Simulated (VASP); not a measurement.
# BaPm (P1) in VASP: convergence with ENCUT

Aim: find how far ENCUT must go before the results for BaPm settle, at PBE. This setting moves, with any that are tied to it; all else stays.

Everything below comes from runs of VASP 6.6.1. Logs are shortened: lines on timing, memory, paths and dates and some standing lists are left out, and cuts for length are marked.

**1. The cell of the first run**

The typed cell holds 2 atoms: a = 3.968 Å, b = 3.968 Å, c = 6.523 Å, α = 90.00°, β = 90.00°, γ = 120.00°.

The cell comes from a database or a generator and needn't be the stable form of this composition.

The cell isn't the ideal one: atoms moved at random, drawn with an rms of 0.02 Å.

**2. With ENCUT 200 eV**

INCAR

```
SYSTEM = BaPm
ALGO     = Normal         ! electronic algorithm
EDIFF    = 1E-7           ! SCF threshold, eV
ENCUT    = 200            ! plane-wave cutoff, eV
GGA      = PE             ! functional
ISIF     = 2              ! what is computed and relaxed
ISMEAR   = 1              ! smearing method
ISPIN    = 2              ! spin polarisation
LASPH    = .True.         ! aspherical terms in the spheres
LCHARG   = .False.        ! write CHGCAR
LMAXMIX  = 6              ! l up to which the mixer works
LORBIT   = 11             ! projections on sites
LREAL    = .False.        ! projectors in reciprocal space
LWAVE    = .False.        ! write WAVECAR
MAGMOM   = 4 0            ! initial moments
NELM     = 100            ! most SCF steps
PREC     = Accurate       ! precision mode
SIGMA    = 0.1            ! smearing width, eV
```

KPOINTS

```
k-points
0
Gamma
  6 6 3
  0 0 0
```

POSCAR

```
BaPm
1.0
    3.9675108916      0.0000000000      0.0000000000
   -1.9837554458      3.4359652219      0.0000000000
    0.0000000000      0.0000000000      6.5226240000
Pm Ba
1 1
Direct
    0.6649720000      0.3299970000      0.0010820000
    0.0030370000      0.0035440000      0.5021190000
```

Potentials or basis: VASP PAW PBE potentials, release 64 (Pm, Ba_sv).

Started as:

```bash
> cat potpaw_PBE.64/Pm/POTCAR potpaw_PBE.64/Ba_sv/POTCAR > POTCAR
> mpirun -np 1 vasp_std > vasp.out
```

Wall time 3.2 min (1 thread of Intel Xeon 6975P-C (Granite Rapids), shared host); peak memory 0.18 GiB.

No converged result was reached.

**3. With ENCUT 250 eV**

Edit INCAR of step 2 so:

```diff
@@ -3,3 +3,3 @@
 EDIFF    = 1E-7           ! SCF threshold, eV
-ENCUT    = 200            ! plane-wave cutoff, eV
+ENCUT    = 250            ! plane-wave cutoff, eV
 GGA      = PE             ! functional
```

KPOINTS is that of step 2.

POSCAR is that of step 2.

Potentials or basis: VASP PAW PBE potentials, release 64 (Pm, Ba_sv).

Started as:

```bash
> cat potpaw_PBE.64/Pm/POTCAR potpaw_PBE.64/Ba_sv/POTCAR > POTCAR
> mpirun -np 1 vasp_std > vasp.out
```

Run time: 3.9 min. Hardware: 1 thread of Intel Xeon 6975P-C (Granite Rapids), shared host; peak memory 0.2 GiB.

The run did not converge.

**4. With ENCUT 300 eV**

Edit INCAR of step 3 so:

```diff
@@ -3,3 +3,3 @@
 EDIFF    = 1E-7           ! SCF threshold, eV
-ENCUT    = 250            ! plane-wave cutoff, eV
+ENCUT    = 300            ! plane-wave cutoff, eV
 GGA      = PE             ! functional
```

KPOINTS is that of step 3.

POSCAR is that of step 3.

Started as:

```bash
> cat potpaw_PBE.64/Pm/POTCAR potpaw_PBE.64/Ba_sv/POTCAR > POTCAR
> mpirun -np 1 vasp_std > vasp.out
```

Wall time 2.7 min (1 thread of Intel Xeon 6975P-C (Granite Rapids), shared host); peak memory 0.23 GiB.

Results:

* Free energy: -9.2680 eV
* Largest force: 0.021 eV/Å
* Band gap on the k mesh: none (metal or under the smearing width)
* Net moment: 5.22 μB per cell
* Site moments: Pm +4.59; Ba +0.00 μB
* Valence electrons inside the program's atomic spheres: Pm 12.39; Ba 8.03

**5. With ENCUT 350 eV**

Edit INCAR of step 4 so:

```diff
@@ -3,3 +3,3 @@
 EDIFF    = 1E-7           ! SCF threshold, eV
-ENCUT    = 300            ! plane-wave cutoff, eV
+ENCUT    = 350            ! plane-wave cutoff, eV
 GGA      = PE             ! functional
```

KPOINTS is that of step 4.

POSCAR is that of step 4.

Started as:

```bash
> cat potpaw_PBE.64/Pm/POTCAR potpaw_PBE.64/Ba_sv/POTCAR > POTCAR
> mpirun -np 1 vasp_std > vasp.out
```

Run time: 2.5 min. Hardware: 1 thread of Intel Xeon 6975P-C (Granite Rapids), shared host; peak memory 0.25 GiB.

What came out:

```yaml
Free_energy: -9.2999 eV
Largest_force: 0.021 eV/Å
Band_gap_on_the_k_mesh: none (metal or under the smearing width)
Net_moment: 5.22 μB per cell
Site_moments: Pm +4.59; Ba +0.00 μB
Valence_electrons_inside_the_program's_atomic_spheres: Pm 12.38; Ba 8.03
```

**6. With ENCUT 400 eV**

Edit INCAR of step 5 so:

```diff
@@ -3,3 +3,3 @@
 EDIFF    = 1E-7           ! SCF threshold, eV
-ENCUT    = 350            ! plane-wave cutoff, eV
+ENCUT    = 400            ! plane-wave cutoff, eV
 GGA      = PE             ! functional
```

KPOINTS is that of step 5.

POSCAR is that of step 5.

Potentials or basis: VASP PAW PBE potentials, release 64 (Pm, Ba_sv).

Started as:

```bash
> cat potpaw_PBE.64/Pm/POTCAR potpaw_PBE.64/Ba_sv/POTCAR > POTCAR
> mpirun -np 1 vasp_std > vasp.out
```

Wall time 9.8 min (1 thread of Intel Xeon 6975P-C (Granite Rapids), shared host); peak memory 0.31 GiB.

The calculation stopped without meeting its thresholds.

**7. With ENCUT 450 eV**

Edit INCAR of step 6 so:

```diff
@@ -3,3 +3,3 @@
 EDIFF    = 1E-7           ! SCF threshold, eV
-ENCUT    = 400            ! plane-wave cutoff, eV
+ENCUT    = 450            ! plane-wave cutoff, eV
 GGA      = PE             ! functional
```

KPOINTS is that of step 6.

POSCAR is that of step 6.

Started as:

```bash
> cat potpaw_PBE.64/Pm/POTCAR potpaw_PBE.64/Ba_sv/POTCAR > POTCAR
> mpirun -np 1 vasp_std > vasp.out
```

Run time: 11 min. Hardware: 1 thread of Intel Xeon 6975P-C (Granite Rapids), shared host; peak memory 0.33 GiB.

The calculation stopped without meeting its thresholds.

**8. With ENCUT 500 eV**

Edit INCAR of step 7 so:

```diff
@@ -3,3 +3,3 @@
 EDIFF    = 1E-7           ! SCF threshold, eV
-ENCUT    = 450            ! plane-wave cutoff, eV
+ENCUT    = 500            ! plane-wave cutoff, eV
 GGA      = PE             ! functional
```

KPOINTS is that of step 7.

POSCAR is that of step 7.

Potentials or basis: VASP PAW PBE potentials, release 64 (Pm, Ba_sv).

Started as:

```bash
> cat potpaw_PBE.64/Pm/POTCAR potpaw_PBE.64/Ba_sv/POTCAR > POTCAR
> mpirun -np 1 vasp_std > vasp.out
```

OUTCAR:

```text
SYSTEM = BaPm
   EDIFF = 1E-7
   ENCUT = 500
   GGA = PE
   ISIF = 2
   ISMEAR = 1
   ISPIN = 2
   LASPH = .True.
   LORBIT = 11
   LREAL = .False.
   NELM = 100
   PREC = Accurate

 Found     56 irreducible k-points:

 Following reciprocal coordinates:
            Coordinates               Weight
  0.000000  0.000000  0.000000      1.000000
  0.166667  0.000000  0.000000      2.000000
  0.000000  0.166667  0.000000      2.000000
 -0.166667  0.166667  0.000000      2.000000
  0.333333  0.000000  0.000000      2.000000
  0.000000  0.333333  0.000000      2.000000
   k-points           NKPTS =     56   k-points in BZ     NKDIM =     56   number of bands    NBANDS=     18
   number of dos      NEDOS =    301   number of ions     NIONS =      2
   total plane-waves  NPLWV =  43200
   dimension x,y,z NGX =    30 NGY =   30 NGZ =   48
   dimension x,y,z NGXF=    60 NGYF=   60 NGZF=   96
   ions per type =               1   1
   NGX,Y,Z   is equivalent  to a cutoff of  12.57, 12.57, 12.23 a.u.
   NGXF,Y,Z  is equivalent  to a cutoff of  25.14, 25.14, 24.47 a.u.
 SYSTEM =  BaPm
   PREC   = accura    normal or accurate (medium, high low for compatibility)
   ISTART =      0    job   : 0-new  1-cont  2-samecut
   ICHARG =      2    charge: 1-file 2-atom 10-const
   ISPIN  =      2    spin polarized calculation?
   LNONCOLLINEAR =      F non collinear calculations
   LSORBIT =      F    spin-orbit coupling
   LASPH  =      T    aspherical Exc in radial PAW
   ENCUT  =  500.0 eV  36.75 Ry    6.06 a.u.   7.23  7.23 11.89*2*pi/ulx,y,z
   NELM   =    100;   NELMIN=  2; NELMDL= -5     # of ELM steps
   EDIFF  = 0.1E-06   stopping-criterion for ELM
   LREAL  =      F    real-space projection
   EDIFFG = 0.1E-05   stopping-criterion for IOM
   NSW    =      0    number of steps for IOM
   IBRION =     -1    ionic relax: 0-MD 1-quasi-New 2-CG
   NFREE  =      0    steps in history (QN), initial steepest desc. (CG)
   ISIF   =      2    stress and relaxation
   ISYM   =      2    0-nonsym 1-usesym 2-fastsym
   POTIM  = 0.5000    time-step for ionic-motion
   TEBEG  =    0.0;   TEEND  =   0.0 temperature during run
   PSTRESS=    0.0 pullay stress
   NELECT =      25.0000    total number of electrons
   NUPDOWN=      -1.0000    fix difference up-down
   EMIN   =  10.00;   EMAX   =-10.00  energy-range for DOS
   EFERMI =   0.00;   METHOD = LEGACY
   ISMEAR =     1;   SIGMA  =   0.10  broadening in eV -4-tet -1-fermi 0-gaus
   EFERMI_NEDOS =   21; number of points for ismear=-14 and -15
   IALGO  =     38    algorithm
   IMIX   =      4    mixing-type and parameters
     AMIX     =   0.40;   BMIX     =  1.00
     AMIX_MAG =   1.60;   BMIX_MAG =  1.00
  volume/ion in A,a.u.               =      44.46       300.02
  Fermi-wavevector in a.u.,A,eV,Ry     =   1.072486  2.026705 15.649787  1.150227
  Thomas-Fermi vector in A             =   2.208258
   LORBIT       =     11    0 simple, 1 ext, 2 COOP (PROOUT), +10 PAW based schemes
   GGA     = PE    functional components
   LHFCALC =     F    Hartree Fock is set to
   AEXX    =    0.0000 exact exchange contribution
   IVDW    =     0    specifies the selected vdW correction
   LEPSILON=     F    determine dielectric tensor
   LRPA    =     F    only Hartree local field effects (RPA)
 spin polarized calculation
 Methfessel and Paxton  Order N= 1 SIGMA  =   0.10
  energy-cutoff  :      500.00
  volume of cell :       88.92
 maximum number of plane-waves:      2280
 NGX is ok and might be reduce to    30
   NGX = 15   NGY = 15   NGZ = 23

 number of electron      24.9999998 magnetization       5.2192767

 Free energy of the ion-electron system (eV)
  ---------------------------------------------------
  ext. energy  EPLUGINS =         0.00000000
  ---------------------------------------------------
  free energy    TOTEN  =        -9.35438472 eV

  energy without entropy =       -9.35794576  energy(sigma->0) =       -9.35557174

 E-fermi :   3.5222     XC(G=0):  -8.6695

 val. band max:        3.5200068014   @ k =  -0.1667   0.0000   0.3333
 cond. band min:       3.5242385891   @ k =  -0.1667   0.1667   0.3333
 fundamental gap:      0.0042317877
 Fermi energy:         3.5222090300

 spin component 1

 k-point     1 :       0.0000    0.0000    0.0000
  band No.  band energies     occupation
      1     -35.4524      1.00000
      2     -24.6919      1.00000
      3     -15.9406      1.00000
      4     -15.6755      1.00000
      5     -15.6681      1.00000
      6      -9.9562      1.00000
[... 10 lines left out ...]
     17       3.6294     -0.03107
     18       5.1791     -0.00000

 k-point     2 :       0.1667    0.0000    0.0000
  band No.  band energies     occupation
      1     -35.4459      1.00000
      2     -24.6632      1.00000
      3     -15.9252      1.00000
      4     -15.7640      1.00000
      5     -15.6951      1.00000
      6      -9.9224      1.00000
[... 10 lines left out ...]
     17       3.6166     -0.01832
     18       4.5138     -0.00000

 k-point     3 :       0.0000    0.1667    0.0000
  band No.  band energies     occupation
      1     -35.4459      1.00000
      2     -24.6632      1.00000
      3     -15.9248      1.00000
      4     -15.7696      1.00000
      5     -15.6898      1.00000
      6      -9.9221      1.00000
[... 10 lines left out ...]
     17       3.5989      0.01894
     18       4.4976     -0.00000

 k-point     4 :      -0.1667    0.1667    0.0000
  band No.  band energies     occupation
      1     -35.4459      1.00000
      2     -24.6632      1.00000
      3     -15.9256      1.00000
      4     -15.7629      1.00000
      5     -15.6957      1.00000
      6      -9.9223      1.00000
[... 10 lines left out ...]
     17       3.6307     -0.03186
     18       4.5062     -0.00000

 k-point     5 :       0.3333    0.0000    0.0000
  band No.  band energies     occupation
      1     -35.4330      1.00000
      2     -24.6048      1.00000
      3     -15.9530      1.00000
      4     -15.8863      1.00000
      5     -15.7381      1.00000
      6     -10.2205      1.00000
[... 10 lines left out ...]
     17       3.6223     -0.02527
     18       3.7082     -0.01224

 k-point     6 :       0.0000    0.3333    0.0000
  band No.  band energies     occupation
      1     -35.4330      1.00000
      2     -24.6048      1.00000
      3     -15.9526      1.00000
      4     -15.8925      1.00000
      5     -15.7322      1.00000
      6     -10.2186      1.00000
[... 10 lines left out ...]
     17       3.5889      0.05217
     18       3.7229     -0.00781

 [... further k-points ...]

 spin component 2

 k-point     1 :       0.0000    0.0000    0.0000
  band No.  band energies     occupation
      1     -33.2907      1.00000
      2     -24.6883      1.00000
      3     -14.4015      1.00000
      4     -14.0537      1.00000
      5     -14.0324      1.00000
      6      -9.8952      1.00000
[... 10 lines left out ...]
     17       6.0867      0.00000
     18       6.3205      0.00000

 k-point     2 :       0.1667    0.0000    0.0000
  band No.  band energies     occupation
      1     -33.2831      1.00000
      2     -24.6592      1.00000
      3     -14.3829      1.00000
      4     -14.1452      1.00000
      5     -14.0696      1.00000
      6      -9.8643      1.00000
[... 10 lines left out ...]
     17       6.2520      0.00000
     18       6.3245      0.00000

 k-point     3 :       0.0000    0.1667    0.0000
  band No.  band energies     occupation
      1     -33.2831      1.00000
      2     -24.6592      1.00000
      3     -14.3818      1.00000
      4     -14.1597      1.00000
      5     -14.0562      1.00000
      6      -9.8639      1.00000
[... 10 lines left out ...]
     17       6.2439      0.00000
     18       6.3216      0.00000

 k-point     4 :      -0.1667    0.1667    0.0000
  band No.  band energies     occupation
      1     -33.2831      1.00000
      2     -24.6592      1.00000
      3     -14.3841      1.00000
      4     -14.1407      1.00000
      5     -14.0731      1.00000
      6      -9.8642      1.00000
[... 10 lines left out ...]
     17       6.2391      0.00000
     18       6.3195      0.00000

 k-point     5 :       0.3333    0.0000    0.0000
  band No.  band energies     occupation
      1     -33.2680      1.00000
      2     -24.6001      1.00000
      3     -14.3827      1.00000
      4     -14.3090      1.00000
      5     -14.1175      1.00000
      6     -10.2305      1.00000
[... 10 lines left out ...]
     17       6.1551      0.00000
     18       6.3311      0.00000

 k-point     6 :       0.0000    0.3333    0.0000
  band No.  band energies     occupation
      1     -33.2680      1.00000
      2     -24.6001      1.00000
      3     -14.3700      1.00000
      4     -14.3373      1.00000
      5     -14.1019      1.00000
      6     -10.2298      1.00000
[... 10 lines left out ...]
     17       6.2388      0.00000
     18       6.3127      0.00000

 [... further k-points ...]
[... 5 lines left out ...]
  --------------------------------------------------------------------------------------
  -------------------------------------------------------------------------------------
  Total        0.6098993      0.5157093      0.8532230     -0.0091188      0.0055483     -0.0217577
  in kB       10.9895384      9.2923660     15.3738945     -0.1643073      0.0999734     -0.3920437
  external PRESSURE =      11.8852663 kB  Pullay stress =       0.0000000 kB

 VOLUME and BASIS-vectors are now :
 -----------------------------------------------------------------------------
  energy-cutoff  :      500.00
  volume of cell :       88.92
      direct lattice vectors                 reciprocal lattice vectors
     3.967510892  0.000000000  0.000000000     0.252047197  0.145519517  0.000000000
    -1.983755446  3.435965222  0.000000000     0.000000000  0.291039034  0.000000000
     0.000000000  0.000000000  6.522624000     0.000000000  0.000000000  0.153312532

 POSITION                                       TOTAL-FORCE (eV/Angst)
 -----------------------------------------------------------------------------------
      1.98365      1.13386      0.00706        -0.001744      0.022883      0.005781
      0.00502      0.01218      3.27513         0.001744     -0.022883     -0.005781
 -----------------------------------------------------------------------------------
    total drift:                               -0.000265      0.000377      0.000548

  FREE ENERGIE OF THE ION-ELECTRON SYSTEM (eV)
  ---------------------------------------------------
  free  energy   TOTEN  =        -9.3543847249 eV

  energy  without entropy=       -9.3579457645  energy(sigma->0) =       -9.35557174

 total charge

# of ion       s       p       d       f       tot
--------------------------------------------------
    1        2.047   5.496   0.383   4.427  12.354
    2        2.083   5.511   0.431   0.000   8.025
--------------------------------------------------
tot          4.130  11.007   0.814   4.427  20.379

 magnetization (x)

# of ion       s       p       d       f       tot
--------------------------------------------------
    1       -0.006   0.019   0.165   4.419   4.597
    2       -0.003   0.003   0.017   0.000   0.017
--------------------------------------------------
tot         -0.009   0.022   0.183   4.419   4.614
```

Wall time 13 min (1 thread of Intel Xeon 6975P-C (Granite Rapids), shared host); peak memory 0.34 GiB.

What came out:

| Item | Value |
| --- | --- |
| Free energy | -9.3544 eV |
| Pressure | 1.2 GPa |
| Largest force | 0.024 eV/Å |
| Band gap on the k mesh | none (metal or under the smearing width) |
| Net moment | 5.22 μB per cell |
| Site moments | Pm +4.60; Ba +0.02 μB |
| Valence electrons inside the program's atomic spheres | Pm 12.35; Ba 8.03 |

**9. With ENCUT 600 eV**

Edit INCAR of step 8 so:

```diff
@@ -3,3 +3,3 @@
 EDIFF    = 1E-7           ! SCF threshold, eV
-ENCUT    = 500            ! plane-wave cutoff, eV
+ENCUT    = 600            ! plane-wave cutoff, eV
 GGA      = PE             ! functional
```

KPOINTS is that of step 8.

POSCAR is that of step 8.

Potentials or basis: VASP PAW PBE potentials, release 64 (Pm, Ba_sv).

Started as:

```bash
> cat potpaw_PBE.64/Pm/POTCAR potpaw_PBE.64/Ba_sv/POTCAR > POTCAR
> mpirun -np 1 vasp_std > vasp.out
```

It took 15 min on 1 thread of Intel Xeon 6975P-C (Granite Rapids), shared host.

The calculation hadn't finished when its time ran out.

**10. With ENCUT 800 eV**

Edit INCAR of step 9 so:

```diff
@@ -3,3 +3,3 @@
 EDIFF    = 1E-7           ! SCF threshold, eV
-ENCUT    = 600            ! plane-wave cutoff, eV
+ENCUT    = 800            ! plane-wave cutoff, eV
 GGA      = PE             ! functional
```

KPOINTS is that of step 9.

POSCAR is that of step 9.

Started as:

```bash
> cat potpaw_PBE.64/Pm/POTCAR potpaw_PBE.64/Ba_sv/POTCAR > POTCAR
> mpirun -np 1 vasp_std > vasp.out
```

Wall time 15 min (1 thread of Intel Xeon 6975P-C (Granite Rapids), shared host).

The run was cut off at its time limit.

**11. Result**

```tsv
ENCUT	energy less the tightest run, at zero smearing (meV/atom)	largest force (eV/Å)	SCF cycles	CPU time (s)	peak memory (GiB)
200 eV	not converged	-	-	-	-
250 eV	not converged	-	-	-	-
300 eV	42.53	0.021	64	160	0.23
350 eV	26.54	0.021	52	150	0.25
400 eV	not converged	-	-	-	-
450 eV	not converged	-	-	-	-
500 eV	0.00	0.024	92	760	0.34
600 eV	timed out after 910 s	-	-	-	-
800 eV	timed out after 920 s	-	-	-	-
```

Against the tightest run, the largest force stays within 0.005 eV/Å from 300 eV on. Not settled before the last step: the energy (to 1 meV/atom). The tightest run that finished is the yardstick and may itself not be fully converged.

Caveats: the magnetic or orbital state may not be the lowest; spin-orbit coupling is left out, which moves the levels of the heavy elements; without U or exact exchange the open f shell lies at the Fermi level, which spoils levels, moments and volumes.
